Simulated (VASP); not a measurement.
**CdHg$_{3}$Se$_{4}$ (ordered alloy cell): computed properties**

Calculation: PBEsol GGA, VASP's PBE PAW potentials (set 64) (plane waves; VASP).

```yaml
space_group: Amm2 (38)
cell: a = 4.335 Å, b = 8.667 Å, c = 12.244 Å, α = 90.00°, β = 90.00°, γ = 90.00°
volume_per_atom: 28.75 Å³/atom
band gap (over mesh and band path): none (metal, semimetal or under 0.01 eV)
density: 7.44 g/cm³
```

```
CELL_PARAMETERS angstrom
      0.00133     6.12954     6.12208
      6.12954     0.00133     6.12208
      3.06543     3.06543     0.00000
ATOMIC_POSITIONS crystal
  Hg 0.99986 0.99986 0.00027
  Hg 0.99976 0.50024 0.00000
  Hg 0.50024 0.99976 0.00000
  Se 0.12493 0.12493 0.25015
  Se 0.12680 0.62449 0.24871
  Se 0.62449 0.12680 0.24871
  Se 0.62362 0.62362 0.25276
  Cd 0.50030 0.50030 0.99940
```

Unless said otherwise, spin-orbit coupling is left out, though it shifts the bands of the heavy elements here.

The structure was generated: CdHg3Se4 was put into an ordered model structure (Amm2), which need not be its known phase. It was relaxed first. Symmetry was kept, so distortions that lower it aren't found.
